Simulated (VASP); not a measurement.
Calculation: PBEsol GGA, VASP's PBE PAW potentials (set 64) (plane waves; VASP).

The input files of a VASP run:

KPOINTS:
```
Automatic mesh
0
Gamma
8 8 8
0 0 0
```

**POSCAR**
```
HfO2
1
   -0.0000000000     2.4350966237     2.4350966237
    2.4350966237     0.0000000000     2.4350966237
    2.4350966237     2.4350966237     0.0000000000
Hf O
1 2
Direct
  0.0000000000   0.0000000000   0.0000000000
  0.2500000000   0.2500000000   0.2500000000
  0.7500000000   0.7500000000   0.7500000000
```

### INCAR
```
ALGO = Normal
EDIFF = 1E-6
EDIFFG = -0.02
ENCUT = 620
GGA = PS
IBRION = 2
ISIF = 3
ISMEAR = 0
LASPH = .TRUE.
LCHARG = .FALSE.
LMAXMIX = 6
LREAL = .FALSE.
LWAVE = .FALSE.
NELM = 100
NSW = 40
PREC = Accurate
PSTRESS = 300
SIGMA = 0.05
SYSTEM = HfO2
```

POTCAR, in this order: Hf_pv O (PBE.64 set). Program: vasp_std.

The resulting files:

### OUTCAR
```
 ion  position               nearest neighbor table
   1  0.000  0.000  0.000-   3 2.11   3 2.11   3 2.11   2 2.11   3 2.11   2 2.11   2 2.11   2 2.11
  LATTYP: Found a face centered cubic cell.
 ALAT       =     4.8701932474
 Subroutine PRICEL returns:
 Original cell was already a primitive cell.
 Subroutine GETGRP returns: Found 48 space group operations
The static configuration has the point symmetry O_h .
The dynamic configuration has the point symmetry O_h .
 Subroutine INISYM returns: Found 48 space group operations
 Subroutine IBZKPT returns following result:
 Found     29 irreducible k-points:

 Following reciprocal coordinates:
            Coordinates               Weight
  0.000000  0.000000  0.000000      1.000000
  0.125000  0.000000  0.000000      8.000000
  0.250000  0.000000  0.000000      8.000000
  0.375000  0.000000  0.000000      8.000000
  0.500000  0.000000  0.000000      4.000000
  0.125000  0.125000  0.000000      6.000000
  0.250000  0.125000  0.000000     24.000000
  0.375000  0.125000  0.000000     24.000000
  0.500000  0.125000  0.000000     24.000000
 -0.375000  0.125000  0.000000     24.000000
 -0.250000  0.125000  0.000000     24.000000
 -0.125000  0.125000  0.000000     12.000000
  0.250000  0.250000  0.000000      6.000000
  0.375000  0.250000  0.000000     24.000000
  0.500000  0.250000  0.000000     24.000000
 -0.375000  0.250000  0.000000     24.000000
 -0.250000  0.250000  0.000000     12.000000
  0.375000  0.375000  0.000000      6.000000
  0.500000  0.375000  0.000000     24.000000
 -0.375000  0.375000  0.000000     12.000000
  0.500000  0.500000  0.000000      3.000000
  0.375000  0.250000  0.125000     24.000000
  0.500000  0.250000  0.125000     48.000000
 -0.375000  0.250000  0.125000     24.000000
  0.500000  0.375000  0.125000     24.000000
...
```

### OSZICAR
```
       N       E                     dE             d eps       ncg     rms          rms(c)
DAV:   1     0.116858974247E+03    0.11686E+03   -0.14492E+04   870   0.170E+03
DAV:   2    -0.325811029735E+02   -0.14944E+03   -0.14599E+03  1122   0.360E+02
DAV:   3    -0.364998171570E+02   -0.39187E+01   -0.39159E+01  1073   0.567E+01
DAV:   4    -0.365190236141E+02   -0.19206E-01   -0.19205E-01  1108   0.431E+00
DAV:   5    -0.365191596927E+02   -0.13608E-03   -0.13608E-03  1066   0.326E-01    0.642E+01
DAV:   6    -0.315239727282E+02    0.49952E+01   -0.24498E+01   947   0.377E+01    0.523E+01
DAV:   7    -0.314290048687E+02    0.94968E-01   -0.62816E-01  1080   0.771E+00    0.302E+01
DAV:   8    -0.314062848249E+02    0.22720E-01   -0.88988E-02  1087   0.341E+00    0.439E+00
DAV:   9    -0.314012600621E+02    0.50248E-02   -0.20511E-02  1066   0.130E+00    0.170E+00
DAV:  10    -0.314010830095E+02    0.17705E-03   -0.28196E-03  1143   0.441E-01    0.244E-01
DAV:  11    -0.314010700719E+02    0.12938E-04   -0.18370E-04   996   0.121E-01    0.152E-01
DAV:  12    -0.314010697670E+02    0.30493E-06   -0.16460E-05  1136   0.338E-02    0.129E-02
DAV:  13    -0.314010699506E+02   -0.18361E-06   -0.10794E-06   801   0.919E-03
   1 F= -.25993660E+02 E0= -.25993660E+02  d E =-.259937E+02
```

File OUTCAR:
```
------------------------ aborting loop because EDIFF is reached ----------------------------------------
  FORCE on cell =-STRESS in cart. coord.  units (eV):
  Direction    XX          YY          ZZ          XY          YZ          ZX
  --------------------------------------------------------------------------------------
  Total        5.3666479      5.3666479      5.3666479      0.0000000     -0.0000000      0.0000000
  in kB      297.7385654    297.7385654    297.7385654      0.0000000     -0.0000000      0.0000000
  external PRESSURE =      -2.2614346 kB  Pullay stress =     300.0000000 kB
  volume of cell :       28.88
      direct lattice vectors                 reciprocal lattice vectors
     0.000000000  2.435096624  2.435096624    -0.205330661  0.205330661  0.205330661
     2.435096624  0.000000000  2.435096624     0.205330661 -0.205330661  0.205330661
     2.435096624  2.435096624  0.000000000     0.205330661  0.205330661 -0.205330661
 POSITION                                       TOTAL-FORCE (eV/Angst)
 -----------------------------------------------------------------------------------
      0.00000      0.00000      0.00000        -0.000000     -0.000000     -0.000000
      1.21755      1.21755      1.21755        -0.000000      0.000000     -0.000000
      3.65264      3.65264      3.65264         0.000000     -0.000000      0.000000
 -----------------------------------------------------------------------------------
    total drift:                                0.000000      0.000000      0.000000
  FREE ENERGIE OF THE ION-ELECTRON SYSTEM (eV)
  ---------------------------------------------------
  free  energy   TOTEN  =       -31.4010699506 eV

  energy  without entropy=      -31.4010699506  energy(sigma->0) =      -31.40106995
  enthalpy is  TOTEN    =       -25.9936604022 eV   P V=        5.4074095484

 reached required accuracy - stopping structural energy minimisation
```
(Selected blocks of OUTCAR.)

The compound is HfO2 in the fluorite structure, the high-temperature cubic form, which is unstable at 0 K; the monoclinic form is the stable one. It was relaxed first under an external pressure of 30 GPa.
